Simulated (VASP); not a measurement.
Data:

```
NbSn23O48
1.0
    9.64982     0.00000     0.00000
    0.00000     9.64982     0.00000
    0.00000     0.00000     9.71431
Sn O Nb
23 48 1
Cartesian
  0.00000   0.00000   0.00000
  2.41246   2.41246   1.61905
  0.00000   0.00000   3.23810
  2.41246   2.41246   4.85715
  0.00000   0.00000   6.47621
  2.41246   2.41246   8.09525
  0.00000   4.82491   0.00000
  2.41246   7.23737   1.61905
  0.00000   4.82491   3.23810
  2.41246   7.23737   4.85715
  0.00000   4.82491   6.47621
  2.41246   7.23737   8.09525
  4.82491   0.00000   0.00000
  7.23737   2.41246   1.61905
  4.82491   0.00000   3.23810
  7.23737   2.41246   4.85715
  4.82491   0.00000   6.47621
  7.23737   2.41246   8.09525
  4.86352   4.78853   9.69953
  7.23737   7.23737   1.61905
  7.23737   7.23737   4.85715
  4.78215   4.85701   6.48234
  7.23737   7.23737   8.09525
  1.48125   1.48125   0.00000
  3.89370   0.93121   1.61905
  0.93121   3.89370   1.61905
  3.34366   3.34366   0.00000
  1.48125   1.48125   3.23810
  3.89370   0.93121   4.85715
  0.93121   3.89370   4.85715
  3.37653   3.32059   3.20450
  1.48125   1.48125   6.47621
  3.89370   0.93121   8.09525
  0.93121   3.89370   8.09525
  3.34366   3.34366   6.47621
  1.48125   6.30616   0.00000
  3.86903   5.79251   1.63773
  0.93121   8.71862   1.61905
  3.34366   8.16858   0.00000
  1.48125   6.30616   3.23810
  3.93941   5.78528   4.85528
  0.93121   8.71862   4.85715
  3.34366   8.16858   3.23810
  1.48125   6.30616   6.47621
  3.89370   5.75612   8.09525
  0.93121   8.71862   8.09525
  3.34366   8.16858   6.47621
  6.30616   1.48125   0.00000
  8.71862   0.93121   1.61905
  5.79951   3.88889   1.60807
  8.16858   3.34366   0.00000
  6.30616   1.48125   3.23810
  8.71862   0.93121   4.85715
  5.75596   3.87377   4.87935
  8.16858   3.34366   3.23810
  6.30616   1.48125   6.47621
  8.71862   0.93121   8.09525
  5.75612   3.89370   8.09525
  8.16858   3.34366   6.47621
  6.30616   6.30616   0.00000
  8.71862   5.75612   1.61905
  5.75612   8.71862   1.61905
  8.16858   8.16858   0.00000
  6.31244   6.28025   3.22209
  8.71862   5.75612   4.85715
  5.75612   8.71862   4.85715
  8.16858   8.16858   3.23810
  6.30616   6.30616   6.47621
  8.71862   5.75612   8.09525
  5.75612   8.71862   8.09525
  8.16858   8.16858   6.47621
  4.82098   4.84555   3.28481
```
Cell charge +2.

These are PBE GGA, VASP's PBE PAW potentials (set 64) (plane waves; VASP) values and carry that method's errors. Numerical set-up: PREC = Normal, LREAL = Auto, ISYM = 0, NELECT = 391.0, EDIFF = 1E-5, 400 eV cut-off, 1×1×1 Γ-centred mesh, Gaussian smearing of 0.050 eV, potentials Sn O Nb_sv. Starting moments (MAGMOM): 72*0.0139. The cell's moment is fixed (NUPDOWN = 1).

The cell is charged, with a uniform compensating background. The supercell is sampled at Γ alone, which is coarse: total energies, pressure and levels can be off, energies of defects by several tenths of an eV.

Q: The ions are relaxed. Give the cell that the relaxation ends in.

A: 
```
NbSn23O48
1.0
    9.64982     0.00000     0.00000
    0.00000     9.64982     0.00000
    0.00000     0.00000     9.71431
Sn O Nb
23 48 1
Direct
  0.00015   0.99998   0.99960
  0.24966   0.24956   0.16659
  0.00019   0.00003   0.33329
  0.24964   0.24955   0.50016
  0.00009   0.00005   0.66703
  0.25084   0.25061   0.83337
  0.00019   0.49997   0.00010
  0.24906   0.75111   0.16707
  0.00014   0.50005   0.33333
  0.24909   0.75110   0.49972
  0.00020   0.49993   0.66653
  0.25004   0.75003   0.83334
  0.50015   0.99999   0.00014
  0.75125   0.24899   0.16702
  0.50012   0.00007   0.33333
  0.75122   0.24891   0.49973
  0.50016   0.99992   0.66654
  0.75011   0.25000   0.83337
  0.50001   0.50010   0.99931
  0.75060   0.75045   0.16664
  0.75060   0.75045   0.50009
  0.50006   0.50004   0.66738
  0.74948   0.74933   0.83332
  0.15388   0.15383   0.99974
  0.40408   0.09810   0.16708
  0.09833   0.40404   0.16712
  0.34831   0.34808   0.00179
  0.15429   0.15430   0.33337
  0.40409   0.09811   0.49963
  0.09834   0.40404   0.49953
  0.35148   0.35116   0.33337
  0.15389   0.15383   0.66702
  0.40340   0.09709   0.83333
  0.09730   0.40321   0.83334
  0.34802   0.34829   0.66499
  0.15508   0.65186   0.00084
  0.40578   0.59445   0.17504
  0.09636   0.90368   0.16663
  0.34822   0.84510   0.00083
  0.15302   0.65368   0.33341
  0.40579   0.59435   0.49176
  0.09639   0.90375   0.50006
  0.34627   0.84740   0.33341
  0.15523   0.65169   0.66586
  0.40332   0.59688   0.83338
  0.09703   0.90301   0.83327
  0.34826   0.84508   0.66590
  0.65190   0.15502   0.00086
  0.90388   0.09629   0.16659
  0.59449   0.40566   0.17483
  0.84526   0.34816   0.00081
  0.65374   0.15293   0.33333
  0.90381   0.09627   0.50000
  0.59460   0.40563   0.49199
  0.84735   0.34636   0.33337
  0.65198   0.15486   0.66591
  0.90314   0.09697   0.83336
  0.59687   0.40324   0.83342
  0.84524   0.34812   0.66592
  0.65206   0.65189   0.00178
  0.90213   0.59608   0.16707
  0.59608   0.90180   0.16714
  0.84633   0.84625   0.99971
  0.64917   0.64853   0.33338
  0.90215   0.59611   0.49960
  0.59605   0.90177   0.49952
  0.84586   0.84588   0.33336
  0.65199   0.65195   0.66497
  0.90312   0.59680   0.83331
  0.59688   0.90285   0.83338
  0.84632   0.84630   0.66702
  0.50026   0.49990   0.33337
```
Cell charge +2. The cell ends with 1.00 μB, on the first 30 sites 0.00 0.00 0.00 0.00 0.00 0.00 0.00 0.00 0.00 0.00 0.00 0.00 0.00 0.00 0.00 0.00 0.00 0.00 0.00 0.00 0.00 0.00 0.00 0.02 0.02 0.02 0.01 0.02 0.02 0.02 μB.

Q: How much energy does the relaxation gain?

A: The energy (σ→0) changes by -10.5 meV/atom, in 17 ionic steps.

The cell is a supercell with a defect, built from SnO2 (rutile): Nb_Sn, charge +2.
